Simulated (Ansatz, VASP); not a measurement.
# TiC in two plane-wave programs

One calculation is typed for both programs; each brings its own data sets. How far apart do they land? The cell is taken from a series of runs on this material, whose earlier steps may have relaxed, scaled, displaced or heated it; both programs get it as it stands.

Calculated with Ansatz 0.2.0; plane waves, with VASP 6.6.1 beside it; zone-centre phonons at LDA.

## Step 1: Set-up

The structure is trigonal, space group R-3m (No. 166). The conventional cell has a = 2.983 Å, b = 2.983 Å, c = 7.427 Å, α = 90.00°, β = 90.00°, γ = 120.00°. Nearest to C lie 6 Ti at 2.12 Å. Nearest to Ti lie 6 C at 2.12 Å. Farther neighbours are not listed.

As a file:

```
C Ti
1.0
     0.02330    2.13241    2.13241
     2.13241    0.02330    2.13241
     2.13241    2.13241    0.02330
C Ti
1 1
Cartesian
  2.1441 2.1441 2.1441
  0.0000 0.0000 0.0000
```

## Step 2: VASP: zone-centre phonons, LDA

Second derivatives magnify differences that forces hide, and they need a tight electronic threshold.

Lines of VASP's logs that name or quote its potential files are left out, and so is its time.

Contents of INCAR:

```
SYSTEM = TiC
PREC = Accurate
ENCUT = 600
EDIFF = 1E-08
NELM = 120
ISMEAR = 1
SIGMA = 0.2
LREAL = .FALSE.
ALGO = Normal
GGA = CA
NBANDS = 14
LASPH = .TRUE.
LORBIT = 11
LWAVE = .FALSE.
LCHARG = .FALSE.
ISIF = 2
IBRION = 8
GGA_COMPAT = .FALSE.
KPAR = 2
```

Contents of POSCAR:

```
TiC
1.0
    0.0232960130      2.1324052588      2.1324052588
    2.1324052588      0.0232960130      2.1324052588
    2.1324052588      2.1324052588      0.0232960130
C Ti
1 1
Direct
    0.5000000000      0.5000000000      0.5000000000
    0.0000000000      0.0000000000      0.0000000000
```

Contents of KPOINTS:

```
Automatic mesh
0
Gamma
16 16 16
0 0 0
```

The projector-augmented-wave data sets are C and Ti_sv (LDA family, release 64).

Command:

```
$ mpirun -np 2 vasp_std
```

Numbers of over 12 decimals in the logs are rounded to 6 here.

The program printed:

```text
[banner, memory and clock lines left out]
running    2 mpi-ranks, on    1 nodes
 distrk:  each k-point on    1 cores,    2 groups
 distr:  one band on    1 cores,    1 groups

 POSCAR found type information on POSCAR C Ti
 POSCAR found :  2 types and       2 ions
 LDA part: xc-table for (Slater(with rela. corr.)+CA(PZ))
 , standard interpolation
 POSCAR, INCAR and KPOINTS ok, starting setup
 FFT: planning ... GRIDC
 FFT: planning ... GRID_SOFT
 FFT: planning ... GRID
 WAVECAR not read
 entering main loop
       N       E                     dE             d eps       ncg     rms          rms(c)
DAV:   1     0.125770537635E+03    0.12577E+03   -0.88819E+03 11684   0.152E+03
DAV:   2    -0.174244637271E+02   -0.14320E+03   -0.13486E+03 12498   0.370E+02
DAV:   3    -0.255850098766E+02   -0.81605E+01   -0.79932E+01 15308   0.859E+01
DAV:   4    -0.259221203950E+02   -0.33711E+00   -0.33688E+00 14814   0.158E+01
DAV:   5    -0.259301419619E+02   -0.80216E-02   -0.80211E-02 15524   0.210E+00    0.193E+01
DAV:   6    -0.211266251248E+02    0.48035E+01   -0.12854E+01 16880   0.608E+01    0.680E+00
DAV:   7    -0.205705430234E+02    0.55608E+00   -0.21807E+00 14094   0.224E+01    0.548E+00
DAV:   8    -0.205406824527E+02    0.29861E-01   -0.11552E-01 13014   0.400E+00    0.335E+00
DAV:   9    -0.205331587753E+02    0.75237E-02   -0.93536E-02 14384   0.351E+00    0.696E-01
DAV:  10    -0.205323735971E+02    0.78518E-03   -0.99868E-03 16184   0.134E+00    0.613E-01
DAV:  11    -0.205308296394E+02    0.15440E-02   -0.42729E-03 12558   0.990E-01    0.140E-01
DAV:  12    -0.205308244018E+02    0.52376E-05   -0.34241E-04 13044   0.228E-01    0.345E-02
DAV:  13    -0.205308170285E+02    0.73733E-05   -0.14618E-05 16716   0.401E-02    0.842E-03
DAV:  14    -0.205308166288E+02    0.39970E-06   -0.49042E-07 13624   0.612E-03    0.222E-03
DAV:  15    -0.205308165950E+02    0.33811E-07   -0.81359E-08 18264   0.323E-03    0.519E-04
DAV:  16    -0.205308165942E+02    0.75920E-09   -0.86691E-09  8116   0.105E-03
   1 F= -.20530817E+02 E0= -.20530779E+02  d E =-.112645E-03
 Linear response reoptimize wavefunctions to high precision
DAV:   1    -0.205308165942E+02    0.28194E-10   -0.52880E-10  9056   0.227E-04
 Linear response DOF=           2
 Linear response progress:
  Degree of freedom:   1/  2
       N       E                     dE             d eps       ncg     rms          rms(c)
RMM:   1    -0.126857292771E+00   -0.12686E+00   -0.61129E-02 66696   0.235E+00
RMM:   2    -0.116442901464E+00    0.10414E-01   -0.58209E-03 60788   0.586E-01    0.149E-01
RMM:   3    -0.117066003357E+00   -0.62310E-03   -0.19786E-03 63192   0.249E-01    0.680E-02
RMM:   4    -0.118081663407E+00   -0.10157E-02   -0.75353E-04 64803   0.151E-01    0.146E-02
RMM:   5    -0.118213135736E+00   -0.13147E-03   -0.15942E-04 73919   0.604E-02    0.291E-03
RMM:   6    -0.118193517122E+00    0.19619E-04   -0.21808E-05 72458   0.250E-02    0.123E-03
RMM:   7    -0.118195389884E+00   -0.18728E-05   -0.45122E-06 75469   0.117E-02    0.616E-04
RMM:   8    -0.118197941328E+00   -0.25514E-05   -0.10481E-06 73966   0.571E-03    0.374E-04
RMM:   9    -0.118196602678E+00    0.13387E-05   -0.33713E-07 74880   0.316E-03    0.933E-05
RMM:  10    -0.118196270464E+00    0.33221E-06   -0.64162E-07 75455   0.163E-03    0.557E-05
RMM:  11    -0.118196418488E+00   -0.14802E-06   -0.26142E-07 76286   0.873E-04    0.277E-05
RMM:  12    -0.118196385469E+00    0.33019E-07    0.14462E-09 75237   0.475E-04    0.994E-06
RMM:  13    -0.118196404447E+00   -0.18978E-07   -0.99399E-08 78625   0.257E-04    0.532E-06
RMM:  14    -0.118196405203E+00   -0.75632E-09   -0.36105E-08 77761   0.139E-04    0.478E-06
 first order change of Fermi-energy  -0.28676E-04
 force on displaced ion       1 direction 1 : -11.528  -0.316  -0.316
 Linear response progress:
  Degree of freedom:   2/  2
       N       E                     dE             d eps       ncg     rms          rms(c)
RMM:   1    -0.670836777738E+00   -0.67084E+00    0.84871E+00 30889   0.131E+02
RMM:   2    -0.645006771250E+00    0.25830E-01   -0.23715E-01 52461   0.501E+00    0.231E-01
RMM:   3    -0.644188451188E+00    0.81832E-03   -0.18774E-02 63043   0.119E+00    0.114E-01
RMM:   4    -0.643505294675E+00    0.68316E-03   -0.74221E-03 69285   0.514E-01    0.213E-02
RMM:   5    -0.644058804803E+00   -0.55351E-03   -0.11658E-03 73320   0.206E-01    0.100E-02
RMM:   6    -0.644384942860E+00   -0.32614E-03   -0.31085E-04 73470   0.894E-02    0.690E-03
RMM:   7    -0.644860287346E+00   -0.47534E-03   -0.78063E-05 65204   0.489E-02    0.576E-03
RMM:   8    -0.644732901110E+00    0.12739E-03   -0.41417E-05 70513   0.254E-02    0.436E-04
RMM:   9    -0.644719777929E+00    0.13123E-04   -0.22859E-05 75776   0.141E-02    0.753E-04
RMM:  10    -0.644745782343E+00   -0.26004E-04   -0.17512E-05 71884   0.845E-03    0.148E-04
RMM:  11    -0.644752704616E+00   -0.69223E-05   -0.13239E-05 76221   0.561E-03    0.639E-05
RMM:  12    -0.644754524657E+00   -0.18200E-05   -0.10625E-05 76452   0.390E-03    0.729E-05
RMM:  13    -0.644758024923E+00   -0.35003E-05   -0.83346E-06 70633   0.298E-03    0.149E-05
RMM:  14    -0.644758205140E+00   -0.18022E-06   -0.66148E-06 78263   0.230E-03    0.299E-05
[...]
RMM:  29    -0.644760393476E+00   -0.67595E-08   -0.59050E-07 63182   0.298E-04    0.558E-06
RMM:  30    -0.644760455176E+00   -0.61700E-07   -0.51482E-07 65909   0.266E-04    0.730E-06
RMM:  31    -0.644760468296E+00   -0.13120E-07   -0.45925E-07 57685   0.237E-04    0.910E-06
RMM:  32    -0.644760471860E+00   -0.35643E-08   -0.39306E-07 62350   0.213E-04    0.975E-06
RMM:  33    -0.644760473674E+00   -0.18136E-08   -0.33820E-07 49601   0.190E-04    0.112E-05
RMM:  34    -0.644760488666E+00   -0.14992E-07   -0.28619E-07 51182   0.171E-04    0.123E-05
RMM:  35    -0.644760509377E+00   -0.20711E-07   -0.26192E-07 73196   0.155E-04    0.120E-05
RMM:  36    -0.644760507980E+00    0.13976E-08   -0.22786E-07 47932   0.138E-04    0.131E-05
 first order change of Fermi-energy   0.11061E-03
 force on displaced ion       2 direction 1 : -11.538  -0.315  -0.315
 Linear response finished
```

OUTCAR, selected parts (step 2):

```text
ion  position               nearest neighbor table
   1  0.500  0.500  0.500-   2 2.12   2 2.12   2 2.12   2 2.12   2 2.12   2 2.12
   2  0.000  0.000  0.000-   1 2.12   1 2.12   1 2.12   1 2.12   1 2.12   1 2.12

  LATTYP: Found a trigonal (rhomboedric) cell.
 ALAT       =     3.0157664166
 COS(alpha) =     0.5108942710

 Subroutine GETGRP returns: Found 12 space group operations
 (whereof 12 operations were pure point group operations)

The static configuration has the point symmetry D_3d.

 Found    417 irreducible k-points:

   k-points           NKPTS =    417   k-points in BZ     NKDIM =    417   number of bands    NBANDS=     14

   dimension x,y,z NGX =    24 NGY =   24 NGZ =   24
   dimension x,y,z NGXF=    48 NGYF=   48 NGZF=   48

   ENCUT  =  600.0 eV  44.10 Ry    6.64 a.u.   6.02  6.02  6.02*2*pi/ulx,y,z

   NELECT =      16.0000    total number of electrons

 k-points in reciprocal lattice and weights: Automatic mesh
   0.00000000  0.00000000  0.00000000       0.000
   0.06250000  0.00000000  0.00000000       0.001
   0.12500000  0.00000000  0.00000000       0.001
   0.18750000  0.00000000 -0.00000000       0.001
   0.25000000  0.00000000  0.00000000       0.001
   0.31250000 -0.00000000 -0.00000000       0.001
   0.37500000  0.00000000 -0.00000000       0.001
   0.43750000 -0.00000000 -0.00000000       0.001
   0.50000000  0.00000000  0.00000000       0.001
[...]
-0.43750000  0.50000000  0.43750000       0.001
   0.50000000  0.50000000  0.50000000       0.000

 average (electrostatic) potential at core
       1 -47.9703       2 -70.2262

  Total        0.5449713      0.5449713      0.5449713     -0.2355897     -0.2355897     -0.2355897
  in kB       45.7741712     45.7741712     45.7741712    -19.7880539    -19.7880539    -19.7880539
  external PRESSURE =      45.7741712 kB  Pullay stress =       0.0000000 kB

  energy-cutoff  :      600.00
  volume of cell :       19.07
      direct lattice vectors                 reciprocal lattice vectors
     0.023296013  2.132405259  2.132405259    -0.238354819  0.235778990  0.235778990
     2.132405259  0.023296013  2.132405259     0.235778990 -0.238354819  0.235778990
     2.132405259  2.132405259  0.023296013     0.235778990  0.235778990 -0.238354819

 POSITION                                       TOTAL-FORCE (eV/Angst)
 -----------------------------------------------------------------------------------
      2.14405      2.14405      2.14405         0.000000      0.000000      0.000000
      0.00000      0.00000      0.00000         0.000000     -0.000000     -0.000000
 -----------------------------------------------------------------------------------
    total drift:                                0.000000     -0.000000     -0.000000

 Eigenvectors and eigenvalues of the dynamical matrix
 ----------------------------------------------------

   1 f  =   17.593297 THz   110.541944 2PiTHz  586.849212 cm-1    72.759996 meV
             X         Y         Z           dx          dy          dz
      2.144053  2.144053  2.144053    -0.516189   -0.516189   -0.516189
      0.000000  0.000000  0.000000     0.258616    0.258616    0.258616

   2 f  =   16.894624 THz   106.152053 2PiTHz  563.543996 cm-1    69.870519 meV
             X         Y         Z           dx          dy          dz
      2.144053  2.144053  2.144053    -0.389407   -0.340011    0.729418
      0.000000  0.000000  0.000000     0.195132    0.170380   -0.365511

   3 f  =   16.894624 THz   106.152053 2PiTHz  563.543996 cm-1    69.870519 meV
             X         Y         Z           dx          dy          dz
      2.144053  2.144053  2.144053    -0.617435    0.645954   -0.028519
      0.000000  0.000000  0.000000     0.309397   -0.323688    0.014291

   4 f/i=    0.002163 THz     0.013593 2PiTHz    0.072162 cm-1     0.008947 meV
             X         Y         Z           dx          dy          dz
      2.144053  2.144053  2.144053     0.258616    0.258616    0.258616
      0.000000  0.000000  0.000000     0.516189    0.516189    0.516189

   5 f/i=    0.003303 THz     0.020751 2PiTHz    0.110162 cm-1     0.013658 meV
             X         Y         Z           dx          dy          dz
      2.144053  2.144053  2.144053     0.182547    0.183244   -0.365790
      0.000000  0.000000  0.000000     0.364292    0.365683   -0.729975

   6 f/i=    0.003303 THz     0.020751 2PiTHz    0.110162 cm-1     0.013658 meV
             X         Y         Z           dx          dy          dz
      2.144053  2.144053  2.144053    -0.316985    0.316583    0.000403
      0.000000  0.000000  0.000000    -0.632578    0.631775    0.000803

 ELASTIC MODULI CONTR FROM IONIC RELAXATION (kBar)
 Direction    XX          YY          ZZ          XY          YZ          ZX
 --------------------------------------------------------------------------------
 XX           0.0000      0.0000      0.0000      0.0000      0.0000      0.0000
 YY           0.0000      0.0000      0.0000      0.0000      0.0000      0.0000
 ZZ           0.0000      0.0000      0.0000      0.0000      0.0000      0.0000
 XY           0.0000      0.0000      0.0000      0.0000      0.0000      0.0000
 YZ           0.0000      0.0000      0.0000      0.0000      0.0000      0.0000
 ZX           0.0000      0.0000      0.0000      0.0000      0.0000      0.0000
 --------------------------------------------------------------------------------
```

## Step 3: Ansatz: zone-centre phonons, LDA

Ansatz runs on its PAW soft_1 files.

The same cell, functional (in two slightly different forms), mesh and smearing now go to Ansatz, which takes its cutoff from its data sets.

Contents of input.yaml:

```yaml
crystal:
  lattice:
    - [0.023296013, 2.1324052588, 2.1324052588]
    - [2.1324052588, 0.023296013, 2.1324052588]
    - [2.1324052588, 2.1324052588, 0.023296013]
  atoms:
    - { symbol: C, position: [0.5, 0.5, 0.5] }
    - { symbol: Ti, position: [0.0, 0.0, 0.0] }
kpoints:
  mp_grid: { grid: [16, 16, 16] }
hamiltonian:
  xc: lda
  pseudopotentials: { kind: paw, azcp: { folder: soft_1 }, xc_functional: pbe }
scf:
  occupations: { method: methfessel_paxton, width: 0.2 }
output:
  eigenvalues: true
phonons:
  method: dfpt
```

Command:

```
$ ansatz run input.yaml --threads 4 --pin off --max-ram 10240MiB --backend cpu --events-out ev --progress --plain --runs-dir out
```

The program printed:

```text
Engine: ansatz 0.2.0, aarch64-unknown-linux-gnu
Pseudopotentials: kind: paw
Pseudopotential: C, paw, valence charge 4, recommended cutoff 420 eV (normal), soft_1/C.paw.azcp
Pseudopotential: Ti, paw, valence charge 12, recommended cutoff 420 eV (normal), soft_1/Ti.paw.azcp
Functional definition: SPW92
  exchange = slater_x
  correlation = pw_c
Crystal: 2 atoms, lattice volume = 19.075 Å³
Basis set: ecut = 420 eV, 339 PW (Γ), exchange–correlation on 48×48×48 points (8 copies of the dense FFT grid, shifted against one another)
Bands: 12, of which v1, the nominal top of the filled ones, is band 8 counted from 1 (7 counted from 0)
Symmetry: 12 space group operations
k-points: 1098 of 4096 (irreducible under 2 space group operations, time reversal used)
Non-local potential: C, projectors of the file, l = 0: 2, l = 1: 2, l = 2: 1
Non-local potential: Ti, projectors of the file, l = 0: 3, l = 1: 2, l = 2: 3, l = 3: 1
PAW form: soft (Blöchl's): semilocal exchange-correlation on the pseudo side does not see the compensation charge
PAW frozen core: C, regenerated for the run's functional, and the local potential with it (the file was generated under x = pbe(κ = 0.804, μ = 0.219515), c = pbe(β = 0.066725))
PAW frozen core: Ti, regenerated for the run's functional, and the local potential with it (the file was generated under x = pbe(κ = 0.804, μ = 0.219515), c = pbe(β = 0.066725))
PAW one-centre angular grid: C, 110 points (default); XC on 64 Gauss nodes
PAW one-centre angular grid: Ti, 590 points (default); XC on 64 Gauss nodes
Initial density: superposition of atomic densities (chi_scale 0.1, normalization cell, long waves kept (reshape's long-wave potential 0.00 eV rms))
Initial wavefunctions: pseudopotential atomic-orbital guess
Functional: x = slater, c = lda
SCF iter   1: F=—  HF=-2696.235482 eV  |F-HF|=—  |Δ(HF+E_count)|=         —  Δρ=1.46e-1  dr2=5.13e0  ethr=3.10e-3  ⟨swp⟩=4.4  Hψ=64454  notcnv=0
preconditioner: auto → none  [metal: Δε(μ)=0.005 eV  Ē_g=20.457 eV  σ=0.200 eV  W_gap=0.02  n_scr=8 (ndim 8)  ℏωp=31.8 eV  f_vac=0.000  D(μ)=0.20/eV (n_scr^D=0)  sad-step TF]
SCF iter   2: F=—  HF=-2695.699076 eV  |F-HF|=—  |Δ(HF+E_count)|=   5.36e-1  S|Δr|=    0.00e0  Δρ=1.01e-1  dr2=2.52e0  ethr=3.10e-3  ⟨swp⟩=2.0  Hψ=25976  notcnv=0
SCF iter   3: F=—  HF=-2695.185079 eV  |F-HF|=—  |Δ(HF+E_count)|=   5.14e-1  S|Δr|=    0.00e0  Δρ=1.13e-2  dr2=1.62e-2  ethr=3.10e-3  ⟨swp⟩=2.7  Hψ=26461  notcnv=0
SCF iter   4: F=—  HF=-2695.179088 eV  |F-HF|=—  |Δ(HF+E_count)|=   5.99e-3  S|Δr|=    0.00e0  Δρ=1.44e-3  dr2=1.20e-4  ethr=1.01e-4  ⟨swp⟩=2.6  Hψ=32221  notcnv=0
SCF iter   5: F=—  HF=-2695.179287 eV  |F-HF|=—  |Δ(HF+E_count)|=   1.99e-4  S|Δr|=    0.00e0  Δρ=3.25e-4  dr2=1.34e-5  ethr=7.51e-7  ⟨swp⟩=2.0  Hψ=17560  notcnv=0
SCF iter   6: F=—  HF=-2695.179285 eV  |F-HF|=—  |Δ(HF+E_count)|=   1.74e-6  S|Δr|=    0.00e0  Δρ=2.14e-5  dr2=6.29e-8  ethr=8.35e-8  ⟨swp⟩=2.0  Hψ=20803  notcnv=0
SCF iter   7: F=—  HF=-2695.179286 eV  |F-HF|=—  |Δ(HF+E_count)|=   1.48e-7  S|Δr|=    0.00e0  Δρ=1.87e-6  dr2=5.66e-10  ethr=3.93e-10  ⟨swp⟩=2.9  Hψ=21656  notcnv=0
SCF iter   8: F=—  HF=-2695.179286 eV  |F-HF|=—  |Δ(HF+E_count)|=  2.00e-10  S|Δr|=    0.00e0  Δρ=4.29e-7  dr2=3.10e-11  ethr=3.54e-12  ⟨swp⟩=2.2  Hψ=18319  notcnv=0
SCF iter   9: F=-2695.179286 eV  HF=-2695.179286 eV  |F-HF|=0.00e0  |Δ(HF+E_count)|=  1.41e-11  S|Δr|=    0.00e0  Δρ=4.52e-8  dr2=4.72e-13  ethr=1.00e-12  ⟨swp⟩=5.0  Hψ=47278  notcnv=0
SCF 1 converged in 9 iterations: F = -2695.179286 eV  dr2 = 4.72e-13
  greatest PAW one-centre occupation: 0.998 electrons in one spin orbital (limit 2), on the Ti atom at site 1 (counted from 0), in its partial waves of l = 0
DFPT response loops at Γ: preconditioner auto → Kerker (q_TF=auto, 2.650 Å⁻¹) (partly filled bands, converged f_vac=0.000); β = 1.00, the filter's whole step (`scf.mixing.beta` (0.50) is not read by the response loops under this deck's `scf.mixing.preconditioner`; to damp them name `kerker` or `kerker_dos`, under which they read `scf.mixing.beta`, and type it under 1.00, their step now; both keys bind the ground state too); Broyden in place of MSR1
SCF converged after 9 iterations
Stability not checked: this state was not tested for a lower state beside it, because cold or Methfessel-Paxton smearing, or corrected tetrahedra, fill the levels in a way that the test cannot read (fill_not_monotonic; see scf.lower_state_search)
Free energy (F): -2695.179286 eV
Harris-Foulkes:  -2695.179286 eV  (|F-HF|=0.00e0)
Internal energy: -2695.179166 eV  (E = F + TS)
E sigma→0 (E₀):  -2695.179256 eV
Entropy (-TS):   -0.000120 eV (-0.060 meV/atom)
Fermi energy:    15.406897 eV
--- Per-component energies (eV) ---
  E_band       = -95.874641
  E_kinetic    = 369.612166
  E_local      = -796.467882  (includes V_loc(G=0)·N_el)
  E_nonlocal   = 88.827343
  E_hartree    = 315.175388
  E_xc         = -164.314669
  E_vxc        = -206.064080  (∫ρ·V_xc dr)
  E_paw        = -1085.554920  (= ΣΔE_a)
  E_vpaw       = -182.132914  (= ΣTr[D̂ρ^β])
  E_aug_tail   = -0.000071  (compensation charges beyond the density's cutoff)
  E_ewald      = -1422.845303
  E_core_change = 0.388783  (= ΣΔE_core)
  E_smearing   = -0.000120  (= −TS)
  E_closure    = -0.000000  (closes the sum)
  Σ components = -2695.179286   (vs F -2695.179286, Δ=0.00e0)
--- Band table (eV; the first three rows and the last of 1098) ---
  k-point 0: bands = [... 4 lower, 2.9102, 15.9558, 16.1252, 16.1252, 17.0955, 17.2374, 17.2374, 17.2768]
  k-point 1: bands = [... 4 lower, 3.0074, 15.6509, 15.7924, 15.9493, 16.4316, 16.4919, 17.4668, 18.2873]
  k-point 2: bands = [... 4 lower, 3.2924, 14.7570, 15.0071, 15.1449, 16.4745, 16.5695, 17.8213, 19.4388]
  k-point 1097: bands = [... 4 lower, 6.6653, 9.2967, 12.4060, 12.4060, 18.5037, 18.5037, 19.7755, 24.1435]
--- Phonons (Γ-DFPT): 2 representative perturbations + reference, on 1098 of 4096 k-points (Σ response iterations 6) ---
  k mesh reduced under 2 symmetry operations, with k and −k counted as one. Each operation leaves every solved perturbation unchanged. A smaller set is not used because it would not reduce the number of displacements times k-points to solve
  ASR residual: 2.204e-5 → 0.000e0 eV/Å²; symmetrization residual: 5.927e-7 eV/Å²
  ASR residual per site (eV/Å²): 2.05e-6 2.20e-5
  Γ frequencies (cm⁻¹): 0.00 0.00 0.00 561.49 561.49 584.62
  non-analytic LO–TO correction: not included (Born effective charges unavailable; polar crystals: no LO–TO splitting at Γ)
```

## Step 4: Side by side

Known differences besides the potentials themselves: the two LDA forms differ slightly; the cutoff is 420 eV in Ansatz and 600 eV in VASP; VASP's log shows a relativistic correction to its local exchange, Ansatz's none. Total energies have different zeros and are not compared.

Compared:

| quantity | Ansatz | VASP | difference |
| --- | --- | --- | --- |
| optical mode 1 to 2 (cm⁻¹) | 561.5 | 563.5 | -0.36 % |
| optical mode 3 (cm⁻¹) | 584.6 | 586.8 | -0.38 % |

Modes are paired by rising frequency, not by their patterns, so a pair may set unlike modes beside each other; they are those without the splitting of longitudinal modes.

## Step 5: Outcome

```
r.m.s. difference of the optical zone-centre modes, each program's sorted by frequency (zone-centre phonons, LDA) : 2.1 cm⁻¹
```

The r.m.s. difference of the optical zone-centre modes, each program's sorted by frequency is 2.1 cm⁻¹ (zone-centre phonons, LDA). How closely two codes agree says nothing of how well the functional describes the real material.

[Lines on the potential files, build, host, timing and source positions are cut from VASP's logs without a mark.]

[Logs are printed without paths, hosts, clocks, repeated set-up lines and the standing remarks that a program may print on its own settings, such as how far it seeks lower states.]

[Hosts, paths, dates, database ids (printed as entryN), source tags and the programs' standing remarks are cut or masked in the printed files.]
